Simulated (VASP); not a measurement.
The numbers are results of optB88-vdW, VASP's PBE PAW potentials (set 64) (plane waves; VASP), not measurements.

The input files of a VASP run:

### POSCAR
```
Rh
1
    0.0000000000     1.9151805809     1.9151805809
    1.9151805809    -0.0000000000     1.9151805809
    1.9151805809     1.9151805809    -0.0000000000
Rh
1
Direct
  0.0000000000   0.0000000000   0.0000000000
```

**KPOINTS**
```
Automatic mesh
0
Gamma
15 15 15
0 0 0
```

INCAR:
```
AGGAC = 0.0
ALGO = Normal
EDIFF = 1E-6
EDIFFG = -0.01
ENCUT = 520
GGA = BO
IBRION = 2
ISIF = 3
ISMEAR = 1
LASPH = T
LCHARG = F
LMAXMIX = 4
LREAL = F
LUSE_VDW = T
LWAVE = F
NELM = 100
NSW = 60
PARAM1 = 0.1833333333
PARAM2 = 0.22
PREC = Accurate
SIGMA = 0.1
SYSTEM = Rh
```

POTCAR, in this order: Rh_pv (PBE.64 set). Program: vasp_std.

Output of the run:

### OUTCAR
```
 ion  position               nearest neighbor table
   1  0.000  0.000  0.000-
  LATTYP: Found a face centered cubic cell.
 ALAT       =     3.8303611618
 Subroutine PRICEL returns:
 Original cell was already a primitive cell.
 Subroutine GETGRP returns: Found 48 space group operations
The static configuration has the point symmetry O_h .
The dynamic configuration has the point symmetry O_h .
 Subroutine INISYM returns: Found 48 space group operations
 Subroutine IBZKPT returns following result:
 Found    120 irreducible k-points:

 Following reciprocal coordinates:
            Coordinates               Weight
  0.000000  0.000000  0.000000      1.000000
  0.066667  0.000000  0.000000      8.000000
  0.133333  0.000000  0.000000      8.000000
  0.200000  0.000000  0.000000      8.000000
  0.266667  0.000000  0.000000      8.000000
  0.333333  0.000000  0.000000      8.000000
  0.400000  0.000000  0.000000      8.000000
  0.466667  0.000000  0.000000      8.000000
  0.066667  0.066667  0.000000      6.000000
  0.133333  0.066667  0.000000     24.000000
  0.200000  0.066667  0.000000     24.000000
  0.266667  0.066667  0.000000     24.000000
  0.333333  0.066667  0.000000     24.000000
  0.400000  0.066667  0.000000     24.000000
  0.466667  0.066667  0.000000     24.000000
 -0.466667  0.066667  0.000000     24.000000
 -0.400000  0.066667  0.000000     24.000000
 -0.333333  0.066667  0.000000     24.000000
 -0.266667  0.066667  0.000000     24.000000
 -0.200000  0.066667  0.000000     24.000000
 -0.133333  0.066667  0.000000     24.000000
 -0.066667  0.066667  0.000000     12.000000
  0.133333  0.133333  0.000000      6.000000
  0.200000  0.133333  0.000000     24.000000
  0.266667  0.133333  0.000000     24.000000
...
```

File OSZICAR:
```
       N       E                     dE             d eps       ncg     rms          rms(c)
DAV:   1     0.119341253904E+03    0.11934E+03   -0.94290E+03  2648   0.145E+03
DAV:   2    -0.271968208830E+01   -0.12206E+03   -0.11683E+03  2706   0.387E+02
DAV:   3    -0.430167170856E+01   -0.15820E+01   -0.15760E+01  3054   0.499E+01
DAV:   4    -0.431100977793E+01   -0.93381E-02   -0.93375E-02  2888   0.400E+00
DAV:   5    -0.431116022455E+01   -0.15045E-03   -0.15044E-03  3032   0.478E-01    0.929E+00
DAV:   6    -0.388043396699E+01    0.43073E+00   -0.10292E+00  2742   0.150E+01    0.325E+00
DAV:   7    -0.386541292154E+01    0.15021E-01   -0.15091E-02  3045   0.157E+00    0.160E+00
DAV:   8    -0.386172555786E+01    0.36874E-02   -0.30243E-03  2730   0.887E-01    0.132E-01
DAV:   9    -0.386165762751E+01    0.67930E-04   -0.51887E-05  3090   0.112E-01    0.188E-02
DAV:  10    -0.386166428515E+01   -0.66576E-05   -0.50434E-06  2787   0.321E-02    0.217E-03
DAV:  11    -0.386166432610E+01   -0.40957E-07   -0.11673E-07  1578   0.494E-03
   1 F= -.38616643E+01 E0= -.38616786E+01  d E =-.386166E+01
       N       E                     dE             d eps       ncg     rms          rms(c)
DAV:   1    -0.386284642476E+01   -0.11821E-02   -0.17691E-02  2745   0.220E+00    0.244E-01
DAV:   2    -0.386164918308E+01    0.11972E-02   -0.29838E-03  2745   0.826E-01    0.420E-02
DAV:   3    -0.386164212213E+01    0.70609E-05   -0.33797E-05  2931   0.783E-02    0.248E-02
DAV:   4    -0.386164783034E+01   -0.57082E-05   -0.88264E-06  2826   0.399E-02    0.191E-03
DAV:   5    -0.386164756185E+01    0.26849E-06   -0.21645E-07  1605   0.746E-03
   2 F= -.38616476E+01 E0= -.38616625E+01  d E =0.167643E-04
       N       E                     dE             d eps       ncg     rms          rms(c)
DAV:   1    -0.386225457751E+01   -0.60675E-03   -0.86273E-03  2766   0.154E+00    0.170E-01
DAV:   2    -0.386167453397E+01    0.58004E-03   -0.14598E-03  2736   0.577E-01    0.298E-02
DAV:   3    -0.386166948893E+01    0.50450E-05   -0.15999E-05  2943   0.537E-02    0.176E-02
DAV:   4    -0.386166826673E+01    0.12222E-05   -0.42400E-06  2769   0.276E-02    0.128E-03
DAV:   5    -0.386166839115E+01   -0.12441E-06   -0.10692E-07  1464   0.525E-03
   3 F= -.38616684E+01 E0= -.38616829E+01  d E =-.406504E-05
```

OUTCAR:
```
------------------------ aborting loop because EDIFF is reached ----------------------------------------
  FORCE on cell =-STRESS in cart. coord.  units (eV):
  Direction    XX          YY          ZZ          XY          YZ          ZX
  --------------------------------------------------------------------------------------
  Total       -0.0000082     -0.0000082     -0.0000082      0.0000000      0.0000000     -0.0000000
  in kB       -0.0009360     -0.0009360     -0.0009360      0.0000000      0.0000000     -0.0000000
  external PRESSURE =      -0.0009360 kB  Pullay stress =       0.0000000 kB
  volume of cell :       14.04
      direct lattice vectors                 reciprocal lattice vectors
     0.000000000  1.914800570  1.914800570    -0.261123799  0.261123799  0.261123799
     1.914800570 -0.000000000  1.914800570     0.261123799 -0.261123799  0.261123799
     1.914800570  1.914800570 -0.000000000     0.261123799  0.261123799 -0.261123799
 POSITION                                       TOTAL-FORCE (eV/Angst)
 -----------------------------------------------------------------------------------
      0.00000      0.00000     -0.00000        -0.000000     -0.000000      0.000000
 -----------------------------------------------------------------------------------
    total drift:                                0.000000     -0.000000      0.000000
  FREE ENERGIE OF THE ION-ELECTRON SYSTEM (eV)
  ---------------------------------------------------
  free  energy   TOTEN  =        -3.8616683911 eV

  energy  without entropy=       -3.8617118370  energy(sigma->0) =       -3.86168287

 reached required accuracy - stopping structural energy minimisation
```
(Selected blocks of OUTCAR.)

### CONTCAR
```
Rh
   1.00000000000000
     0.0000000000000000    1.9148005698877912    1.9148005698877912
     1.9148005698877912   -0.0000000000000000    1.9148005698877912
     1.9148005698877912    1.9148005698877912   -0.0000000000000000
  Rh
     1
Direct
     0.0000000000000000    0.0000000000000000    0.0000000000000000
```

File OUTCAR:
```
 val. band max:       11.4065002721   @ k =  -0.4667   0.4000   0.0000

 cond. band min:      11.4333866165   @ k =  -0.4667   0.2667   0.1333


 Fermi energy:        11.4124272910

 k-point     1 :       0.0000    0.0000    0.0000
  band No.  band energies     occupation
      1     -34.9331      2.00000
      2     -34.9331      2.00000
      3     -34.9331      2.00000
      4       3.6879      2.00000
      5       8.4154      2.00000
      6       8.4154      2.00000
      7       8.4154      2.00000
      8      10.4149      2.00000
      9      10.4149      2.00000
     10      27.6305      0.00000
     11      31.8215      0.00000

 k-point     2 :       0.0667    0.0000    0.0000
  band No.  band energies     occupation
      1     -34.9635      2.00000
      2     -34.9372      2.00000
      3     -34.9372      2.00000
      4       3.8634      2.00000
      5       8.3419      2.00000
      6       8.4827      2.00000
      7       8.4827      2.00000
      8      10.3786      2.00000
      9      10.3786      2.00000
     10      27.8767      0.00000
     11      31.8009      0.00000

 k-point     3 :       0.1333    0.0000    0.0000
  band No.  band energies     occupation
      1     -35.0487      2.00000
      2     -34.9489      2.00000
      3     -34.9489      2.00000
      4       4.3553      2.00000
      5       8.1774      2.00000
      6       8.6453      2.00000
      7       8.6453      2.00000
      8      10.3172      2.00000
      9      10.3172      2.00000
     10      28.4814      0.00000
     11      30.1174      0.00000

 k-point     4 :       0.2000    0.0000    0.0000
  band No.  band energies     occupation
      1     -35.1731      2.00000
      2     -34.9660      2.00000
      3     -34.9660      2.00000
      4       5.0228      2.00000
      5       8.1082      2.00000
      6       8.7741      2.00000
      7       8.7741      2.00000
      8      10.3745      2.00000
      9      10.3745      2.00000
...
```

The compound is Rh in the fcc structure. This run relaxes it. Symmetry was kept, so distortions that lower it aren't found. The start is the result of an earlier pass.
